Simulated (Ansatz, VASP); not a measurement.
# Cross-check of C (Diamond) between VASP and Ansatz

Wanted: the spread between two codes on one cell, functional and k mesh.

Program: Ansatz 0.2.0. Level of theory: plane waves, with VASP 6.6.1 beside it; band structure at HSE03. Results are calculated unless marked as measured.

## Step 1: The structure

Symmetry: Fd-3m, No. 227, cubic system. Conventional cell: a = 3.567 Å, b = 3.567 Å, c = 3.567 Å, α = 90.00°, β = 90.00°, γ = 90.00°. Nearest to C lie 4 C at 1.54 Å.

## Step 2: Ansatz: band structure, HSE03

Ansatz runs on its default PAW (the set named soft_2) files.

The same path points are solved in both programs, so levels can be compared one by one.

File input.yaml:

```yaml
crystal:
  lattice:
    - [0.0, 1.78337, 1.78337]
    - [1.78337, 0.0, 1.78337]
    - [1.78337, 1.78337, 0.0]
  atoms:
    - { symbol: C, position: [0.0, 0.0, 0.0] }
    - { symbol: C, position: [0.25, 0.25, 0.25] }
hamiltonian:
  xc: { exchange: pbe, correlation: pbe, exx: { coeff: 0.25, omega: 0.3 } }
  pseudopotentials: { kind: paw }
kpoints:
  mp_grid: { grid: [7, 7, 7] }
  band_path:
    path:
      - [0.0, 0.0, 0.0]
      - [0.4, 0.0, 0.4]
      - [0.5, 0.0, 0.5]
      - [0.5, 0.2, 0.7]
      - [0.4, 0.35, 0.75]
      - [0.15, 0.15, 0.3]
      - [0.2, 0.2, 0.2]
      - [0.55, 0.4, 0.55]
      - [0.6, 0.25, 0.65]
      - [0.5, 0.25, 0.75]
      - [0.5, 0.5, 0.5]
      - [0.375, 0.375, 0.75]
      - [0.5, 0.0, 0.5]
    npoints: 1
scf:
  occupations: { method: gaussian, width: 0.02 }
  n_extra_bands: 7
output:
  forces: true
  stress: true
  eigenvalues: true
```

The run is started by

```bash
ansatz run input.yaml --threads 4 --pin off --max-ram 9216MiB --backend cpu --events-out ev --progress --plain --runs-dir out
```

Numbers of over 12 decimals in the logs are rounded to 6 here.

Log:

```text
Warning: output.stress: scf.convergence.dr2_threshold = 1e-7 eV (the SCF's general default) is looser than the 2e-10 eV advised for a printed stress (1e-10 eV for each atom of the cell: 2). What an SCF threshold leaves in a stress goes as its square root, and in the free energy as the threshold itself, and one threshold admits the most on a small cell: [figures from the program's tests cut] Set scf.convergence.dr2_threshold to 2e-10 eV or tighter. The threshold is an SCF's pass mark: one that does not reach it within its budget of iterations ends unconverged, or closes short of it on a stop that the run arms, and scf.convergence.dr2_threshold's page says what that costs each kind of run
Warning: output.stress: scf.exx.energy_threshold = 1e-6 eV is looser than the 2e-8 eV advised for a stress under a hybrid functional (1e-8 eV for each atom of the cell: 2). Every SCF of the exchange loop can meet its threshold on dr2 while the loop round them stops early: no threshold on dr2 bounds what that leaves in the stress. Set scf.exx.energy_threshold to 2e-8 eV or tighter. The threshold is the loop's pass mark: a loop that does not reach it within its budget of cycles ends unconverged, and scf.exx.energy_threshold's page has the law
scf.n_extra_bands = 7 over 4 filled bands (N_el = 8.0): the run solves 11 bands
Engine: ansatz 0.2.0, x86_64-unknown-linux-gnu
Pseudopotentials: kind: paw
Pseudopotential: C, paw, valence charge 4, recommended cutoff 420 eV (normal), C.paw.azcp
Functional definition: unnamed
  parameter a_1 = 0.25
  parameter omega_1 = 0.3/angstrom
  exchange = pbe_x + (-a_1)*pbe_x_sr(omega_1) + a_1*exact_x_sr(omega_1)
  correlation = pbe_c
Crystal: 2 atoms, lattice volume = 11.344 Å³
Basis set: ecut = 420 eV, 229 PW (Γ), exchange–correlation on 36×36×36 points (8 copies of the dense FFT grid, shifted against one another)
Bands: 11, of which v1, the nominal top of the filled ones, is band 4 counted from 1 (3 counted from 0)
Symmetry: 48 space group operations
Space group: Fd-3m (ITA 227), of the structure as read, at distance tolerance 2.2e-5 Å
k-points: 20 of 343
Non-local potential: C, projectors of the file, l = 0: 2, l = 1: 2, l = 2: 1
PAW form: soft (Blöchl's): semilocal exchange-correlation on the pseudo side does not see the compensation charge
PAW frozen core: C, regenerated for the run's functional, and the local potential with it (the file was generated under x = pbe(κ = 0.804, μ = 0.219515), c = pbe(β = 0.066725))
PAW one-centre angular grid: C, 110 points (default); XC on 64 Gauss nodes
Initial density: superposition of atomic densities (neutral atoms: chi_scale 0, normalization atom), corrected by the library's trained network
Initial wavefunctions: pseudopotential atomic-orbital guess
Functional: x = pbe(κ = 0.804, μ = 0.219515), c = pbe(β = 0.066725), warm-up for x = pbe(κ = 0.804, μ = 0.219515) + 0.25 (exact − pbe) at short range (hse, ω = 0.3 Å⁻¹), c = pbe(β = 0.066725)
SCF iter   1: F=—  HF=-501.612644 eV  |F-HF|=—  |Δ(HF+E_count)|=         —  Δρ=1.71e-3  dr2=9.12e-5  ethr=1.77e-3  ⟨swp⟩=2.0  Hψ=1404  notcnv=0
preconditioner: auto → none  [insulator: Δε(μ)=4.277 eV  Ē_g=25.000 eV  σ=0.020 eV  W_gap=1.00  n_scr=0 (ndim 8)  ℏωp=31.2 eV  f_vac=0.000  D(μ)=0.00/eV (n_scr^D=0)]
SCF iter   2: F=-501.612831 eV  HF=-501.612781 eV  |F-HF|=4.92e-5  |Δ(HF+E_count)|=   1.37e-4  Δρ=8.38e-4  dr2=1.85e-5  ethr=1.14e-6  ⟨swp⟩=2.3  Hψ=326  notcnv=0  defer=5
SCF 1 stopped early in 2 iterations: F = -501.612831 eV  dr2 = 1.85e-5
  greatest PAW one-centre occupation: 0.644 electrons in one spin orbital (limit 2), on the C atom at site 1 (counted from 0), in its partial waves of l = 0
Initial density: handed on by an earlier stage of this run
Initial wavefunctions: those handed on with the density
Functional: x = pbe(κ = 0.804, μ = 0.219515) + 0.25 (exact − pbe) at short range (hse, ω = 0.3 Å⁻¹), c = pbe(β = 0.066725)
Exchange kernel: α = 0.2500, screened, ω = 0.3000 Å⁻¹, Wigner–Seitz truncation, v(0) = 502.5856 eV·Å³, q-mesh 7×7×7, nearest image of the exchange supercell L = 17.65 Å, pair-density grid 12×12×12, without the augmentation charges, whose exchange is taken in its separable form by FFT convolution over the k-point mesh (sized by the pseudopotential files, 15×15×15 at the most), smooth part of the exact exchange by density-matrix convolution
Frozen-core exchange: fock
SCF iter   1: F=—  HF=-501.716967 eV  |F-HF|=—  |Δ(HF+E_count)|=         —  Δρ=9.78e-3  dr2=4.37e-3  ethr=2.31e-6  ⟨swp⟩=5.2  Hψ=966  notcnv=0
preconditioner: auto → none  [insulator: Δε(μ)=5.126 eV  Ē_g=27.359 eV  σ=0.020 eV  W_gap=1.00  n_scr=0 (ndim 8)  ℏωp=31.2 eV  f_vac=0.000  D(μ)=0.00/eV (n_scr^D=0)]
SCF iter   2: F=—  HF=-501.715281 eV  |F-HF|=—  |Δ(HF+E_count)|=   1.69e-3  Δρ=4.16e-3  dr2=6.92e-4  ethr=2.31e-6  ⟨swp⟩=3.0  Hψ=517  notcnv=0
SCF iter   3: F=—  HF=-501.716552 eV  |F-HF|=—  |Δ(HF+E_count)|=   1.27e-3  Δρ=8.34e-4  dr2=2.31e-5  ethr=2.31e-6  ⟨swp⟩=3.0  Hψ=372  notcnv=0
iter 4 solved again at ethr=8.36e-9 eV; its pass at ethr=2.73e-7 eV (dr2=6.69e-7 eV) is discarded
SCF iter   4: F=-501.716543 eV  HF=-501.716544 eV  |F-HF|=2.34e-7  |Δ(HF+E_count)|=   8.45e-6  Δρ=1.37e-4  dr2=1.58e-6  ethr=8.36e-9  ⟨swp⟩=2.0  Hψ=730  notcnv=0
SCF 2 stopped early in 4 iterations: F = -501.716543 eV  dr2 = 1.58e-6
  greatest PAW one-centre occupation: 0.647 electrons in one spin orbital (limit 2), on the C atom at site 1 (counted from 0), in its partial waves of l = 0
hybrid outer 1: dexx = +1.677e-3 eV, tail = 1.07e-5 eV
Exchange kernel: α = 0.2500, screened, ω = 0.3000 Å⁻¹, Wigner–Seitz truncation, v(0) = 502.5856 eV·Å³, q-mesh 7×7×7, nearest image of the exchange supercell L = 17.65 Å, pair-density grid 12×12×12, without the augmentation charges, whose exchange is taken in its separable form by FFT convolution over the k-point mesh (sized by the pseudopotential files, 15×15×15 at the most), smooth part of the exact exchange by density-matrix convolution
Frozen-core exchange: fock
SCF iter   1: F=—  HF=-501.716595 eV  |F-HF|=—  |Δ(HF+E_count)|=         —  Δρ=8.14e-5  dr2=2.78e-7  ethr=6.69e-7  ⟨swp⟩=3.0  Hψ=464  notcnv=0
preconditioner: auto → none  [insulator: Δε(μ)=5.181 eV  Ē_g=27.367 eV  σ=0.020 eV  W_gap=1.00  n_scr=0 (ndim 8)  ℏωp=31.2 eV  f_vac=0.000  D(μ)=0.00/eV (n_scr^D=0)]
SCF iter   2: F=-501.716595 eV  HF=-501.716595 eV  |F-HF|=4.17e-9  |Δ(HF+E_count)|=   8.76e-9  Δρ=1.73e-5  dr2=8.07e-9  ethr=2.55e-9  ⟨swp⟩=3.0  Hψ=371  notcnv=0
SCF 3 converged in 2 iterations: F = -501.716595 eV  dr2 = 8.07e-9
  Residual-converged pass: ⟨swp⟩=2.9  Hψ=335  notcnv=0  max |occ|·‖R‖ = 2.4e-6 eV (tolerance 2.4e-6 eV)  dr2=8.10e-9  dr2_onsite=8.63e-10  max |Δocc| = 0.0e0
hybrid outer 2: dexx = +8.926e-8 eV, tail = 2.07e-8 eV, Δε = 2.06e-3 eV (about 1.10e-4 eV left of the loop's levels)
NSCF: frozen V_eff on 13 k-points
hybrid SCF converged: 2 outer / 6 inner (+2 warm-up), last move |dexx| = 8.93e-8 eV, tail = 2.07e-8 eV
Stability not checked: this state was not tested for a lower state beside it, because the functional holds exact exchange (a hybrid, or Hartree-Fock), whose exchange loop this test does not read (fock_operator; see scf.lower_state_search)
Free energy (F): -501.716595 eV
Frozen-core exchange: fock
Harris-Foulkes:  -501.716595 eV  (|F-HF|=4.17e-9)
Internal energy: -501.716595 eV  (E = F + TS)
E sigma→0 (E₀):  -501.716595 eV
Fermi energy:    15.404599 eV
--- Per-component energies (eV) ---
  E_band       = 24.247059
  E_kinetic    = 184.035156
  E_local      = -120.717565  (includes V_loc(G=0)·N_el)
  E_nonlocal   = 52.267295
  E_hartree    = 26.480846
  E_xc         = -80.260091
  E_vxc        = -98.294204  (∫ρ·V_xc dr)
  E_exx        = -16.915385  (= α·E_x^exact, valence–valence)
  E_paw        = -198.611326  (= ΣΔE_a)
  E_vpaw       = -12.174560  (= ΣTr[D̂ρ^β])
  E_aug_tail   = 0.000017  (compensation charges beyond the density's cutoff)
  E_ewald      = -347.961363
  E_core_change = -0.034178  (= ΣΔE_core)
  E_smearing   = -0.000000  (= −TS)
  E_closure    = -0.000000  (closes the sum)
  Σ components = -501.716595   (vs F -501.716595, Δ=0.00e0)
--- Forces (eV/Å), atoms counted from 1 ---
  atom   1  C      0.00000000    -0.00000000     0.00000000
  atom   2  C      0.00000000    -0.00000000    -0.00000000
  max |Σ_I F_I| component: 2.36e-16 eV/Å
--- Stress (GPa, compression-positive) ---
       -7.728356      -0.000000       0.000000
       -0.000000      -7.728356      -0.000000
        0.000000       0.000000      -7.728356
  P = ⅓ Tr σ = -7.7284 GPa (-77.284 kbar)
--- Band table (eV; the first three rows and the last of 20) ---
  k-point 0: bands = [-10.6228, 12.8138, 12.8138, 12.8138, 19.5665, 19.5665, 19.5665, 27.7643, ... 3 higher]
  k-point 1: bands = [-10.0133, 9.6163, 11.9569, 11.9569, 20.6976, 20.6976, 21.1164, 28.2854, ... 3 higher]
  k-point 2: bands = [-8.2102, 4.3324, 10.6425, 10.6425, 22.1879, 22.1879, 22.4000, 29.4594, ... 3 higher]
  k-point 19: bands = [-1.4873, 0.3620, 2.9580, 5.6970, 22.1168, 25.9853, 27.3060, 28.1320, ... 3 higher]
```

Elapsed: 7.5 s, on 4 threads of Intel Xeon Platinum 8488C (Sapphire Rapids), shared host; peak memory 0.49 GiB.

Reading the cycles: dr2 is the Hartree energy of the density residual (eV), the measure of convergence; HF is the Harris–Foulkes estimate of the energy, which meets the free energy F at convergence.

## Step 3: VASP: band structure, HSE03

The same cell, functional, mesh and smearing now go to VASP, with its own data sets and cutoff.

Lines of VASP's logs that name or quote its potential files are left out, and so is its time.

The run reads the wave functions of an earlier VASP run, which isn't shown here.

File INCAR:

```
SYSTEM = C
PREC = Accurate
ENCUT = 520
EDIFF = 1E-06
NELM = 100
ISMEAR = 0
SIGMA = 0.02
LREAL = .FALSE.
ALGO = Normal
LHFCALC = .TRUE.
AEXX = 0.25
GGA = PE
HFSCREEN = 0.3
LASPH = .TRUE.
NBANDS = 10
PRECFOCK = Fast
LORBIT = 11
LWAVE = .FALSE.
LCHARG = .FALSE.
KPAR = 4
```

File POSCAR:

```
C
1.0
    0.0000000000      1.7833700000      1.7833700000
    1.7833700000      0.0000000000      1.7833700000
    1.7833700000      1.7833700000      0.0000000000
C
2
Direct
    0.0000000000      0.0000000000      0.0000000000
    0.2500000000      0.2500000000      0.2500000000
```

File KPOINTS:

```
Automatic mesh
0
Gamma
7 7 7
0 0 0
```

File KPOINTS_OPT:

```
Line mode
6
Line-mode
Reciprocal
  0.00000000   0.00000000   0.00000000 GAMMA
  0.50000000   0.00000000   0.50000000 X

  0.50000000   0.00000000   0.50000000 X
  0.50000000   0.25000000   0.75000000 W

  0.50000000   0.25000000   0.75000000 W
  0.37500000   0.37500000   0.75000000 K

  0.37500000   0.37500000   0.75000000 K
  0.00000000   0.00000000   0.00000000 GAMMA

  0.00000000   0.00000000   0.00000000 GAMMA
  0.50000000   0.50000000   0.50000000 L

  0.50000000   0.50000000   0.50000000 L
  0.62500000   0.25000000   0.62500000 U

  0.62500000   0.25000000   0.62500000 U
  0.50000000   0.25000000   0.75000000 W

  0.50000000   0.25000000   0.75000000 W
  0.50000000   0.50000000   0.50000000 L

  0.50000000   0.50000000   0.50000000 L
  0.37500000   0.37500000   0.75000000 K

  0.62500000   0.25000000   0.62500000 U
  0.50000000   0.00000000   0.50000000 X
```

Potentials, in the order of the species: C (PBE family, release 64).

The run is started by

```bash
mpirun -np 4 vasp_std
```

Log:

```text
[banner, memory and clock lines left out]
running    4 mpi-ranks, on    1 nodes
 distrk:  each k-point on    1 cores,    4 groups
 distr:  one band on    1 cores,    1 groups

 POSCAR found type information on POSCAR C
 POSCAR found :  1 types and       2 ions
 LDA part: xc-table for (Slater+PW92), standard interpolation
 found WAVECAR, reading the header
 POSCAR, INCAR and KPOINTS ok, starting setup
 FFT: planning ... GRIDC
 FFT: planning ... GRID_SOFT
 FFT: planning ... GRID
 reading WAVECAR
 the WAVECAR file was read successfully
 initial charge from wavefunction
 entering main loop
       N       E                     dE             d eps       ncg     rms          rms(c)
DAV:   1    -0.206194246768E+02   -0.20619E+02   -0.26698E-01   414   0.406E+00    0.703E-01
DAV:   2    -0.206195742123E+02   -0.14954E-03   -0.11851E-03   430   0.304E-01    0.436E-01
DAV:   3    -0.206190511937E+02    0.52302E-03   -0.33122E-04   420   0.150E-01    0.236E-01
DAV:   4    -0.206189087428E+02    0.14245E-03   -0.10056E-04   410   0.863E-02    0.126E-01
DAV:   5    -0.206188697082E+02    0.39035E-04   -0.24077E-05   422   0.427E-02    0.677E-02
DAV:   6    -0.206188588010E+02    0.10907E-04   -0.55875E-06   422   0.210E-02    0.370E-02
DAV:   7    -0.206188555051E+02    0.32960E-05   -0.14376E-06   392   0.110E-02    0.202E-02
DAV:   8    -0.206188545172E+02    0.98787E-06   -0.37081E-07   206   0.578E-03
   1 F= -.20618855E+02 E0= -.20618855E+02  d E =-.975947E-68
 Start KPOINTS_OPT (optional k-point list driver)
k-point batch [1-20\60]
       N       E                     dE             ncg
DAV:   1     0.291424670642E+03   -0.83662E+04      400
DAV:   2    -0.115336279937E+03   -0.40676E+03      514
DAV:   3    -0.134947798262E+03   -0.19612E+02      492
DAV:   4    -0.135135563758E+03   -0.18777E+00      442
DAV:   5    -0.135137411182E+03   -0.18474E-02      444
DAV:   6    -0.135137414499E+03   -0.33170E-05      452
DAV:   7    -0.135137414506E+03   -0.69883E-08      364
[...]
k-point batch [41-60\60]
       N       E                     dE             ncg
DAV:   1     0.203953715861E+03   -0.88132E+04      416
DAV:   2    -0.178555877225E+03   -0.38251E+03      508
DAV:   3    -0.189320813074E+03   -0.10765E+02      500
DAV:   4    -0.189404305981E+03   -0.83493E-01      484
DAV:   5    -0.189404509620E+03   -0.20364E-03      470
DAV:   6    -0.189404509880E+03   -0.26070E-06      460
```

From OUTCAR (step 3):

```text
ion  position               nearest neighbor table
   1  0.000  0.000  0.000-   2 1.54   2 1.54   2 1.54   2 1.54
   2  0.250  0.250  0.250-   1 1.54   1 1.54   1 1.54   1 1.54

  LATTYP: Found a face centered cubic cell.
 ALAT       =     3.5667400000

 Subroutine GETGRP returns: Found 48 space group operations
 (whereof 24 operations were pure point group operations)

The static configuration has the point symmetry T_d .
 The point group associated with its full space group is O_h .

 Found     20 irreducible k-points:

   k-points           NKPTS =     20   k-points in BZ     NKDIM =    343   number of bands    NBANDS=     10

   dimension x,y,z NGX =    20 NGY =   20 NGZ =   20
   dimension x,y,z NGXF=    40 NGYF=   40 NGZF=   40

   ENCUT  =  520.0 eV  38.22 Ry    6.18 a.u.   4.69  4.69  4.69*2*pi/ulx,y,z

   NELECT =       8.0000    total number of electrons

 k-points in reciprocal lattice and weights: Automatic mesh
   0.00000000  0.00000000  0.00000000       0.003
   0.14285714  0.00000000  0.00000000       0.023
   0.28571429  0.00000000  0.00000000       0.023
   0.42857143  0.00000000  0.00000000       0.023
   0.14285714  0.14285714  0.00000000       0.017
   0.28571429  0.14285714  0.00000000       0.070
   0.42857143  0.14285714  0.00000000       0.070
  -0.42857143  0.14285714  0.00000000       0.070
  -0.28571429  0.14285714  0.00000000       0.070
[...]
-0.42857143  0.42857143  0.14285714       0.070
  -0.28571429  0.42857143  0.14285714       0.070

  exchange ACFDT corr.  =         0.00000000  see jH, gK, PRB 81, 115126

 average (electrostatic) potential at core
       1 -41.8227       2 -41.8227

 E-fermi :   9.4723

 k-point     1 :       0.0000    0.0000    0.0000
  band No.  band energies     occupation
      1     -14.2132      2.00000
      2       9.2295      2.00000
      3       9.2295      2.00000
      4       9.2295      2.00000
      5      15.9756      0.00000
      6      15.9756      0.00000
      7      15.9756      0.00000
      8      24.2231      0.00000
      9      29.8319      0.00000
    ...

 k-point     2 :       0.1429    0.0000    0.0000
  band No.  band energies     occupation
      1     -13.6032      2.00000
      2       6.0321      2.00000
      3       8.3744      2.00000
      4       8.3744      2.00000
      5      17.1081      0.00000
      6      17.1081      0.00000
      7      17.5302      0.00000
      8      24.7401      0.00000
      9      30.7396      0.00000
    ...

 k-point     3 :       0.2857    0.0000    0.0000
  band No.  band energies     occupation
      1     -11.7991      2.00000
      2       0.7471      2.00000
      3       7.0614      2.00000
      4       7.0614      2.00000
      5      18.5970      0.00000
      6      18.5970      0.00000
      7      18.8224      0.00000
      8      25.9008      0.00000
      9      31.5564      0.00000
    ...

  energy-cutoff  :      520.00
  volume of cell :       11.34
      direct lattice vectors                 reciprocal lattice vectors
     0.000000000  1.783370000  1.783370000    -0.280368067  0.280368067  0.280368067
     1.783370000  0.000000000  1.783370000     0.280368067 -0.280368067  0.280368067
     1.783370000  1.783370000  0.000000000     0.280368067  0.280368067 -0.280368067

 POSITION                                       TOTAL-FORCE (eV/Angst)
 -----------------------------------------------------------------------------------
      0.00000      0.00000      0.00000         0.000000      0.000000      0.000000
      0.89168      0.89168      0.89168        -0.000000     -0.000000     -0.000000
 -----------------------------------------------------------------------------------
    total drift:                                0.000000     -0.000000     -0.000000

  FREE ENERGIE OF THE ION-ELECTRON SYSTEM (eV)
  ---------------------------------------------------
  free  energy   TOTEN  =       -20.6188545172 eV

  energy  without entropy=      -20.6188545172  energy(sigma->0) =      -20.61885452

 total charge
# of ion       s       p       d       tot
------------------------------------------
    1        0.834   1.742   0.000   2.576
    2        0.834   1.742   0.000   2.576
--------------------------------------------------
tot          1.669   3.483   0.000   5.152

[... 3 further parts left out ...]
```

## Step 4: Differences

Known differences besides the potentials themselves: exact exchange at q = 0 is treated differently, which shows on coarse meshes; VASP keeps PBE cores, Ansatz makes them for the functional; the cutoff is 420 eV in Ansatz and 520 eV in VASP; VASP takes a coarser grid for exact exchange (PRECFOCK = Fast). Total energies have different zeros and are not compared.

Both answers:

| quantity | Ansatz | VASP | difference |
| --- | --- | --- | --- |
| gap over the path points (eV) | 5.092 | 5.083 | +0.009 |

Levels at points of the path, from each program's valence-band top (eV; 3 filled, then empty):

| k (reciprocal lattice) | Ansatz | VASP |
| --- | --- | --- |
| 0.000 0.000 0.000 | 0.00 0.00 0.00 6.75 6.75 6.75 | 0.00 0.00 0.00 6.75 6.75 6.75 |
| 0.400 0.000 0.400 | -10.36 -6.44 -6.44 5.09 7.20 17.67 | -10.36 -6.43 -6.43 5.08 7.19 17.68 |
| 0.500 0.000 0.500 | -13.99 -6.83 -6.83 5.69 5.69 18.92 | -13.99 -6.83 -6.83 5.68 5.68 18.93 |
| 0.500 0.200 0.700 | -13.26 -8.76 -8.76 10.61 10.61 15.20 | -13.27 -8.76 -8.76 10.61 10.61 15.21 |
| 0.400 0.350 0.750 | -12.84 -10.00 -6.06 7.01 12.12 16.03 | -12.84 -10.00 -6.06 7.00 12.13 16.04 |
| 0.150 0.150 0.300 | -5.47 -4.48 -1.20 8.56 9.85 10.09 | -5.47 -4.48 -1.20 8.55 9.85 10.09 |
| 0.200 0.200 0.200 | -5.28 -1.41 -1.41 8.59 8.59 8.96 | -5.28 -1.41 -1.41 8.58 8.58 8.96 |
| 0.550 0.400 0.550 | -13.99 -5.36 -3.90 8.72 11.54 12.24 | -13.99 -5.35 -3.89 8.72 11.54 12.25 |
| 0.600 0.250 0.650 | -12.84 -10.00 -6.06 7.01 12.12 16.03 | -12.84 -10.00 -6.06 7.00 12.13 16.04 |
| 0.500 0.250 0.750 | -13.16 -8.97 -8.97 11.90 11.90 13.96 | -13.16 -8.97 -8.97 11.91 11.91 13.97 |

Among the levels compared at these points, filled levels agree within 5 meV and empty ones within 12 meV.

## Step 5: Results

| Item | Value |
| --- | --- |
| difference in gap over the path points (band structure, HSE03) | 0.0092 eV |

In words: The difference in gap over the path points is 0.0092 eV (band structure, HSE03), within the 0.08 eV picked in this series as the mark of a large difference. Such differences can come from data sets, numerical settings and the points named under the comparisons, not from the functional's error against experiment.

[Lines on the potential files, build, host, timing and source positions are cut from VASP's logs without a mark.]

[Logs are printed without paths, hosts, clocks, repeated set-up lines and the standing remarks that a program may print on its own settings, such as how far it seeks lower states.]

[Hosts, paths, dates, database ids (printed as entryN), source tags and the programs' standing remarks are cut or masked in the printed files.]
